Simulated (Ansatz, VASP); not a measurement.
**Ge (Germanium): VASP beside Ansatz**

One calculation is typed for both programs; each brings its own data sets. How far apart do they land? The cell is taken from a series of runs on this material, whose earlier steps may have relaxed, scaled, displaced or heated it; both programs get it as it stands.

Program: Ansatz 0.2.0. Level of theory: plane waves, with VASP 6.6.1 beside it; zone-centre phonons at PBEsol. Results are calculated unless marked as measured.

**1. The structure**

Symmetry: Fd-3m, No. 227, cubic system. Conventional cell: a = 5.787 Å, b = 5.787 Å, c = 5.787 Å, α = 90.00°, β = 90.00°, γ = 90.00°. Nearest to Ge lie 4 Ge at 2.51 Å.

**2. Ansatz: zone-centre phonons, PBEsol**

Ansatz runs on its PAW soft_1 files.

Second derivatives magnify differences that forces hide, and they need a tight electronic threshold.

The input, input.yaml:

```yaml
crystal:
  lattice:
    - [0.0, 2.8935214776, 2.8935214776]
    - [2.8935214776, 0.0, 2.8935214776]
    - [2.8935214776, 2.8935214776, 0.0]
  atoms:
    - { symbol: Ge, position: [0.5, 0.5, 0.5] }
    - { symbol: Ge, position: [0.75, 0.75, 0.75] }
kpoints:
  mp_grid: { grid: [16, 16, 16] }
hamiltonian:
  xc: pbesol
  pseudopotentials: { kind: paw, azcp: { folder: soft_1 }, xc_functional: pbe }
scf:
  occupations: { method: methfessel_paxton, width: 0.2 }
output:
  eigenvalues: true
phonons:
  method: dfpt
```

Launch:

```sh
ansatz run input.yaml --threads 4 --pin off --max-ram 10240MiB --backend cpu --events-out ev --progress --plain --runs-dir out
```

Numbers of over 12 decimals in the logs are rounded to 6 here.

The program printed:

```text
zone centre: on kpoints.mp_grid the ground state, and the responses unless they are solved on pairs of k-points, stand on 349 of the mesh's 4096 k-points, reduced under 8 symmetry operations, with k and −k counted as one. Each operation leaves every solved displacement unchanged or reverses it
Engine: ansatz 0.2.0, x86_64-unknown-linux-gnu
Pseudopotentials: kind: paw
Pseudopotential: Ge, paw, valence charge 14, recommended cutoff 420 eV (normal), soft_1/Ge.paw.azcp
Functional definition: PBEsol
  exchange = pbesol_x
  correlation = pbesol_c
Crystal: 2 atoms, lattice volume = 48.452 Å³
Basis set: ecut = 420 eV, 941 PW (Γ), exchange–correlation on 64×64×64 points (8 copies of the dense FFT grid, shifted against one another)
Bands: 18, of which v1, the nominal top of the filled ones, is band 14 counted from 1 (13 counted from 0)
Symmetry: 48 space group operations
k-points: 349 of 4096 (irreducible under 8 space group operations, time reversal used)
Non-local potential: Ge, projectors of the file, l = 0: 2, l = 1: 2, l = 2: 3, l = 3: 1
PAW form: soft (Blöchl's): semilocal exchange-correlation on the pseudo side does not see the compensation charge
PAW frozen core: Ge, regenerated for the run's functional, and the local potential with it (the file was generated under x = pbe(κ = 0.804, μ = 0.219515), c = pbe(β = 0.066725))
PAW one-centre angular grid: Ge, 590 points (default); XC on 64 Gauss nodes
Initial density: superposition of atomic densities (chi_scale 0.1, normalization cell)
Initial wavefunctions: pseudopotential atomic-orbital guess
Functional: x = pbesol(κ = 0.804, μ = 0.123457), c = pbesol(β = 0.046)
SCF iter   1: F=—  HF=-8507.037619 eV  |F-HF|=—  |Δ(HF+E_count)|=         —  Δρ=3.22e-2  dr2=4.01e-1  ethr=3.10e-3  ⟨swp⟩=5.2  Hψ=27554  notcnv=0
preconditioner: auto → Kerker (q_TF=auto, 2.490 Å⁻¹)  [metal: Δε(μ)=0.083 eV  Ē_g=22.994 eV  σ=0.200 eV  W_gap=0.33  n_scr=14 (ndim 8)  ℏωp=28.2 eV  f_vac=0.000  D(μ)=0.08/eV (n_scr^D=0)]
SCF iter   2: F=—  HF=-8507.013376 eV  |F-HF|=—  |Δ(HF+E_count)|=   2.42e-2  S|Δr|=    0.00e0  Δρ=2.11e-2  dr2=2.00e-1  ethr=1.43e-3  ⟨swp⟩=1.0  Hψ=9074  notcnv=0
SCF iter   3: F=—  HF=-8506.975869 eV  |F-HF|=—  |Δ(HF+E_count)|=   3.75e-2  S|Δr|=    0.00e0  Δρ=3.51e-3  dr2=1.16e-2  ethr=7.16e-4  ⟨swp⟩=1.0  Hψ=6292  notcnv=0
SCF iter   4: F=—  HF=-8506.975256 eV  |F-HF|=—  |Δ(HF+E_count)|=   6.13e-4  S|Δr|=    0.00e0  Δρ=2.43e-3  dr2=4.28e-3  ethr=4.13e-5  ⟨swp⟩=2.1  Hψ=10742  notcnv=0
SCF iter   5: F=—  HF=-8506.976329 eV  |F-HF|=—  |Δ(HF+E_count)|=   1.07e-3  S|Δr|=    0.00e0  Δρ=5.77e-4  dr2=2.22e-4  ethr=1.53e-5  ⟨swp⟩=2.0  Hψ=11172  notcnv=0
SCF iter   6: F=—  HF=-8506.976484 eV  |F-HF|=—  |Δ(HF+E_count)|=   1.56e-4  S|Δr|=    0.00e0  Δρ=1.07e-4  dr2=4.89e-6  ethr=7.94e-7  ⟨swp⟩=2.0  Hψ=11175  notcnv=0
SCF iter   7: F=—  HF=-8506.976498 eV  |F-HF|=—  |Δ(HF+E_count)|=   1.36e-5  S|Δr|=    0.00e0  Δρ=1.96e-5  dr2=1.35e-7  ethr=1.75e-8  ⟨swp⟩=2.0  Hψ=11185  notcnv=0
SCF iter   8: F=—  HF=-8506.976499 eV  |F-HF|=—  |Δ(HF+E_count)|=   1.16e-6  S|Δr|=    0.00e0  Δρ=3.83e-6  dr2=4.76e-9  ethr=4.82e-10  ⟨swp⟩=2.0  Hψ=11186  notcnv=0
SCF iter   9: F=—  HF=-8506.976499 eV  |F-HF|=—  |Δ(HF+E_count)|=   2.13e-8  S|Δr|=    0.00e0  Δρ=6.73e-7  dr2=1.59e-10  ethr=1.70e-11  ⟨swp⟩=3.0  Hψ=11217  notcnv=0
SCF iter  10: F=-8506.976499 eV  HF=-8506.976499 eV  |F-HF|=7.28e-12  |Δ(HF+E_count)|=  8.00e-10  S|Δr|=    0.00e0  Δρ=1.08e-7  dr2=4.29e-12  ethr=1.00e-12  ⟨swp⟩=4.0  Hψ=29584  notcnv=0
SCF 1 converged in 10 iterations: F = -8506.976499 eV  dr2 = 4.29e-12
  greatest PAW one-centre occupation: 0.998 electrons in one spin orbital (limit 2), on the Ge atom at site 1 (counted from 0), in its partial waves of l = 2
DFPT response loops at Γ: preconditioner auto → Kerker (q_TF=auto, 2.490 Å⁻¹) (partly filled bands, converged f_vac=0.080); β = 1.00, the filter's whole step (`scf.mixing.beta` (0.50) is not read by the response loops under this deck's `scf.mixing.preconditioner`; to damp them name `kerker` or `kerker_dos`, under which they read `scf.mixing.beta`, and type it under 1.00, their step now; both keys bind the ground state too); Broyden in place of MSR1
SCF converged after 10 iterations
Stability not checked: this state was not tested for a lower state beside it, because cold or Methfessel-Paxton smearing, or corrected tetrahedra, fill the levels in a way that the test cannot read (fill_not_monotonic; see scf.lower_state_search)
Free energy (F): -8506.976499 eV
Harris-Foulkes:  -8506.976499 eV  (|F-HF|=7.28e-12)
Internal energy: -8506.976436 eV  (E = F + TS)
E sigma→0 (E₀):  -8506.976484 eV
Entropy (-TS):   -0.000063 eV (-0.032 meV/atom)
Fermi energy:    7.501684 eV
--- Per-component energies (eV) ---
  E_band       = -324.910290
  E_kinetic    = 184.039004
  E_local      = -4600.751294  (includes V_loc(G=0)·N_el)
  E_nonlocal   = 437.884384
  E_hartree    = 2182.576956
  E_xc         = -141.403935
  E_vxc        = -129.267293  (∫ρ·V_xc dr)
  E_paw        = -3944.025674  (= ΣΔE_a)
  E_vpaw       = -581.969088  (= ΣTr[D̂ρ^β])
  E_aug_tail   = 0.000034  (compensation charges beyond the density's cutoff)
  E_ewald      = -2627.131785
  E_core_change = 1.835876  (= ΣΔE_core)
  E_smearing   = -0.000063  (= −TS)
  E_closure    = 0.000000  (closes the sum)
  Σ components = -8506.976499   (vs F -8506.976499, Δ=0.00e0)
--- Band table (eV; the first three rows and the last of 349) ---
  k-point 0: bands = [... 10 lower, -4.7499, 6.9293, 7.5439, 7.5439, 7.5439, 10.0384, 10.0384, 10.0384]
  k-point 1: bands = [... 10 lower, -4.7051, 6.1510, 7.4542, 7.4542, 8.0374, 10.1588, 10.1588, 10.2020]
  k-point 2: bands = [... 10 lower, -4.5714, 5.0517, 7.2364, 7.2364, 8.2566, 10.4535, 10.4535, 10.7938]
  k-point 348: bands = [... 10 lower, -1.0313, -1.0313, 3.9186, 3.9186, 11.5541, 11.5541, 12.1290, 12.1290]
--- Phonons (Γ-DFPT): 1 representative perturbation + reference, on 349 of 4096 k-points (Σ response iterations 3) ---
  k mesh reduced under 8 symmetry operations, with k and −k counted as one. Each operation leaves every solved displacement unchanged or reverses it
  ASR residual: 2.776e-5 → 0.000e0 eV/Å²; symmetrization residual: 1.862e-12 eV/Å²
  ASR residual per site (eV/Å²): 2.78e-5 2.78e-5
  Γ frequencies (cm⁻¹): 0.00 0.00 0.00 261.71 261.71 261.71
  non-analytic LO–TO correction: not included (Born effective charges unavailable; polar crystals: no LO–TO splitting at Γ)
```

Reading the cycles: dr2 is the Hartree energy of the density residual (eV), the measure of convergence; HF is the Harris–Foulkes estimate of the energy, which meets the free energy F at convergence.

**3. VASP: zone-centre phonons, PBEsol**

The same cell, functional, mesh and smearing now go to VASP, with its own data sets.

Lines of VASP's logs that name or quote its potential files are left out, and so is its time.

The input, INCAR:

```
SYSTEM = Ge
PREC = Accurate
ENCUT = 500
EDIFF = 1E-08
NELM = 120
ISMEAR = 1
SIGMA = 0.2
LREAL = .FALSE.
ALGO = Normal
GGA = PS
NBANDS = 20
LORBIT = 11
LWAVE = .FALSE.
LCHARG = .FALSE.
ISIF = 2
IBRION = 8
LASPH = .TRUE.
GGA_COMPAT = .FALSE.
KPAR = 2
```

The input, POSCAR:

```
Ge
1.0
    0.0000000000      2.8935214776      2.8935214776
    2.8935214776      0.0000000000      2.8935214776
    2.8935214776      2.8935214776      0.0000000000
Ge
2
Direct
    0.5000000000      0.5000000000      0.5000000000
    0.7500000000      0.7500000000      0.7500000000
```

The input, KPOINTS:

```
Automatic mesh
0
Gamma
16 16 16
0 0 0
```

Potentials, in the order of the species: Ge_d (PBE family, release 64).

Launch:

```sh
mpirun -np 2 vasp_std
```

The program printed:

```text
[banner, memory and clock lines left out]
running    2 mpi-ranks, on    1 nodes
 distrk:  each k-point on    1 cores,    2 groups
 distr:  one band on    1 cores,    1 groups

 POSCAR found type information on POSCAR Ge
 POSCAR found :  1 types and       2 ions
|                                                                             |
|               ----> ADVICE to this user running VASP <----                  |
|                                                                             |
|     You enforced a specific xc type in the INCAR file but a different       |
|     [... a line on the potential file left out ...]
|     I HOPE YOU KNOW WHAT YOU ARE DOING!                                     |
|                                                                             |

 LDA part: xc-table for (Slater+PW92), standard interpolation
 POSCAR, INCAR and KPOINTS ok, starting setup
 FFT: planning ... GRIDC
 FFT: planning ... GRID_SOFT
 FFT: planning ... GRID
 WAVECAR not read
 entering main loop
       N       E                     dE             d eps       ncg     rms          rms(c)
DAV:   1     0.183733186636E+03    0.18373E+03   -0.14614E+04  6240   0.366E+03
DAV:   2     0.163907244010E+02   -0.16734E+03   -0.16311E+03  5808   0.589E+02
DAV:   3    -0.911656900758E+01   -0.25507E+02   -0.25328E+02  6528   0.146E+02
DAV:   4    -0.995298454546E+01   -0.83642E+00   -0.83576E+00  6516   0.309E+01
DAV:   5    -0.996723311258E+01   -0.14249E-01   -0.14248E-01  6508   0.446E+00    0.296E+00
DAV:   6    -0.988287190267E+01    0.84361E-01   -0.32866E-02  7736   0.242E+00    0.169E+00
DAV:   7    -0.984212461457E+01    0.40747E-01   -0.50822E-02  6292   0.246E+00    0.150E-01
DAV:   8    -0.984298150150E+01   -0.85689E-03   -0.61826E-03  6484   0.116E+00    0.499E-02
DAV:   9    -0.984310500992E+01   -0.12351E-03   -0.23881E-04  6484   0.215E-01    0.112E-02
DAV:  10    -0.984312331664E+01   -0.18307E-04   -0.24209E-05  7364   0.400E-02    0.533E-03
DAV:  11    -0.984312444478E+01   -0.11281E-05   -0.54456E-06  7836   0.373E-02    0.146E-03
DAV:  12    -0.984312403478E+01    0.41001E-06   -0.95082E-07  7696   0.191E-02    0.275E-04
DAV:  13    -0.984312400971E+01    0.25067E-07   -0.18689E-08  5472   0.135E-03    0.114E-04
DAV:  14    -0.984312399103E+01    0.18682E-07   -0.33904E-09  3824   0.108E-03    0.287E-05
DAV:  15    -0.984312399192E+01   -0.89403E-09   -0.63354E-10  3376   0.379E-04
   1 F= -.98431240E+01 E0= -.98431039E+01  d E =-.603089E-04
 Linear response reoptimize wavefunctions to high precision
DAV:   1    -0.984312399389E+01   -0.19681E-08   -0.20548E-10  3508   0.210E-04
DAV:   2    -0.984312399386E+01    0.25466E-10   -0.65830E-11  3248   0.104E-04
 Linear response DOF=           1
 Linear response progress:
  Degree of freedom:   1/  1
       N       E                     dE             d eps       ncg     rms          rms(c)
RMM:   1    -0.187086913735E+00   -0.18709E+00    0.80304E+00 30602   0.440E+01
RMM:   2    -0.194146273496E+00   -0.70594E-02   -0.12270E-02 40395   0.101E+00    0.687E-02
RMM:   3    -0.194142337372E+00    0.39361E-05   -0.87546E-04 42393   0.302E-01    0.396E-02
RMM:   4    -0.194024896095E+00    0.11744E-03   -0.57644E-05 45160   0.781E-02    0.438E-03
RMM:   5    -0.194023273519E+00    0.16226E-05   -0.26585E-06 43709   0.178E-02    0.214E-03
RMM:   6    -0.194028631322E+00   -0.53578E-05   -0.33947E-07 44380   0.491E-03    0.293E-04
RMM:   7    -0.194027721812E+00    0.90951E-06   -0.11399E-07 45576   0.161E-03    0.182E-04
RMM:   8    -0.194026736355E+00    0.98546E-06   -0.90618E-08 46097   0.593E-04    0.411E-05
RMM:   9    -0.194026698944E+00    0.37411E-07   -0.47364E-08 46547   0.246E-04    0.184E-05
RMM:  10    -0.194026875089E+00   -0.17614E-06   -0.37303E-08 46799   0.107E-04    0.600E-06
RMM:  11    -0.194026916589E+00   -0.41500E-07   -0.22275E-08 47752   0.548E-05    0.274E-06
RMM:  12    -0.194026935429E+00   -0.18840E-07   -0.15680E-08 46367   0.329E-05    0.177E-06
RMM:  13    -0.194026949196E+00   -0.13767E-07   -0.41798E-09 41555   0.234E-05    0.452E-07
RMM:  14    -0.194026952466E+00   -0.32699E-08   -0.26713E-09 34956   0.186E-05    0.666E-08
 first order change of Fermi-energy   0.72480E-04
 force on displaced ion       1 direction 1 :  -9.090  -0.000  -0.000
 Linear response finished
```

OUTCAR, selected parts (step 3):

```text
ion  position               nearest neighbor table
   1  0.500  0.500  0.500-   2 2.51   2 2.51   2 2.51   2 2.51
   2  0.750  0.750  0.750-   1 2.51   1 2.51   1 2.51   1 2.51

  LATTYP: Found a face centered cubic cell.
 ALAT       =     5.7870429552

 Subroutine GETGRP returns: Found 48 space group operations
 (whereof 24 operations were pure point group operations)

The static configuration has the point symmetry T_d .
 The point group associated with its full space group is O_h .

 Found    145 irreducible k-points:

   k-points           NKPTS =    145   k-points in BZ     NKDIM =    145   number of bands    NBANDS=     20

   dimension x,y,z NGX =    30 NGY =   30 NGZ =   30
   dimension x,y,z NGXF=    60 NGYF=   60 NGZF=   60

   ENCUT  =  500.0 eV  36.75 Ry    6.06 a.u.   7.46  7.46  7.46*2*pi/ulx,y,z

   NELECT =      28.0000    total number of electrons

 k-points in reciprocal lattice and weights: Automatic mesh
   0.00000000  0.00000000  0.00000000       0.000
   0.06250000  0.00000000  0.00000000       0.002
   0.12500000  0.00000000  0.00000000       0.002
   0.18750000  0.00000000  0.00000000       0.002
   0.25000000  0.00000000  0.00000000       0.002
   0.31250000  0.00000000  0.00000000       0.002
   0.37500000  0.00000000  0.00000000       0.002
   0.43750000  0.00000000  0.00000000       0.002
   0.50000000  0.00000000  0.00000000       0.001
[...]
-0.31250000  0.50000000  0.18750000       0.003
  -0.25000000  0.50000000  0.25000000       0.001

 average (electrostatic) potential at core
       1 -74.7467       2 -74.7467

  Total       -1.0665281     -1.0665281     -1.0665281      0.0000000      0.0000000      0.0000000
  in kB      -35.2673427    -35.2673427    -35.2673427      0.0000000      0.0000000      0.0000000
  external PRESSURE =     -35.2673427 kB  Pullay stress =       0.0000000 kB

  energy-cutoff  :      500.00
  volume of cell :       48.45
      direct lattice vectors                 reciprocal lattice vectors
     0.000000000  2.893521478  2.893521478    -0.172799823  0.172799823  0.172799823
     2.893521478  0.000000000  2.893521478     0.172799823 -0.172799823  0.172799823
     2.893521478  2.893521478  0.000000000     0.172799823  0.172799823 -0.172799823

 POSITION                                       TOTAL-FORCE (eV/Angst)
 -----------------------------------------------------------------------------------
      2.89352      2.89352      2.89352        -0.000000     -0.000000     -0.000000
      4.34028      4.34028      4.34028         0.000000      0.000000      0.000000
 -----------------------------------------------------------------------------------
    total drift:                                0.000000     -0.000000      0.000000

 Eigenvectors and eigenvalues of the dynamical matrix
 ----------------------------------------------------

   1 f  =    7.822662 THz    49.151234 2PiTHz  260.935912 cm-1    32.351915 meV
             X         Y         Z           dx          dy          dz
      2.893521  2.893521  2.893521     0.000000   -0.707107    0.000000
      4.340282  4.340282  4.340282     0.000000    0.707107    0.000000

   2 f  =    7.822662 THz    49.151234 2PiTHz  260.935912 cm-1    32.351915 meV
             X         Y         Z           dx          dy          dz
      2.893521  2.893521  2.893521    -0.707107    0.000000    0.000000
      4.340282  4.340282  4.340282     0.707107    0.000000    0.000000

   3 f  =    7.822662 THz    49.151234 2PiTHz  260.935912 cm-1    32.351915 meV
             X         Y         Z           dx          dy          dz
      2.893521  2.893521  2.893521     0.000000    0.000000   -0.707107
      4.340282  4.340282  4.340282     0.000000    0.000000    0.707107

   4 f  =    0.000000 THz     0.000000 2PiTHz    0.000000 cm-1     0.000000 meV
             X         Y         Z           dx          dy          dz
      2.893521  2.893521  2.893521     0.707107    0.000000    0.000000
      4.340282  4.340282  4.340282     0.707107    0.000000    0.000000

   5 f  =    0.000000 THz     0.000000 2PiTHz    0.000000 cm-1     0.000000 meV
             X         Y         Z           dx          dy          dz
      2.893521  2.893521  2.893521     0.000000    0.707107    0.000000
      4.340282  4.340282  4.340282     0.000000    0.707107    0.000000

   6 f  =    0.000000 THz     0.000000 2PiTHz    0.000000 cm-1     0.000000 meV
             X         Y         Z           dx          dy          dz
      2.893521  2.893521  2.893521     0.000000    0.000000    0.707107
      4.340282  4.340282  4.340282     0.000000    0.000000    0.707107

 ELASTIC MODULI CONTR FROM IONIC RELAXATION (kBar)
 Direction    XX          YY          ZZ          XY          YZ          ZX
 --------------------------------------------------------------------------------
 XX          -0.0000      0.0000      0.0000      0.0000      0.0000      0.0000
 YY           0.0000     -0.0000      0.0000      0.0000      0.0000      0.0000
 ZZ           0.0000      0.0000     -0.0000      0.0000      0.0000      0.0000
 XY           0.0000      0.0000      0.0000   -138.4366      0.0000      0.0000
 YZ           0.0000      0.0000      0.0000      0.0000   -138.4366      0.0000
 ZX           0.0000      0.0000      0.0000      0.0000      0.0000   -138.4366
 --------------------------------------------------------------------------------
```

**4. Differences**

Known differences besides the potentials themselves: the cutoff is 420 eV in Ansatz and 500 eV in VASP; Ansatz makes its cores anew for this functional, VASP keeps those of its PBE data sets. Total energies have different zeros and are not compared.

Both answers:

```
                  quantity  Ansatz   VASP  difference
optical mode 1 to 3 (cm⁻¹)   261.7  260.9     +0.30 %
```

Modes are paired by rising frequency, not by their patterns, so a pair may set unlike modes beside each other; they are those without the splitting of longitudinal modes.

**5. Results**

```yaml
r_m_s_difference_of_the_optical_zone_centre_modes_each_program_s_sorted_by_frequency_zone_centre_phonons_pbesol: 0.77 cm⁻¹
```

The r.m.s. difference of the optical zone-centre modes, each program's sorted by frequency is 0.77 cm⁻¹ (zone-centre phonons, PBEsol). Such differences can come from data sets, numerical settings and the points named under the comparisons, not from the functional's error against experiment.

[Lines on the potential files, build, host, timing and source positions are cut from VASP's logs without a mark.]

[Logs are printed without paths, hosts, clocks, repeated set-up lines and the standing remarks that a program may print on its own settings, such as how far it seeks lower states.]

[Hosts, paths, dates, database ids (printed as entryN), source tags and the programs' standing remarks are cut or masked in the printed files.]
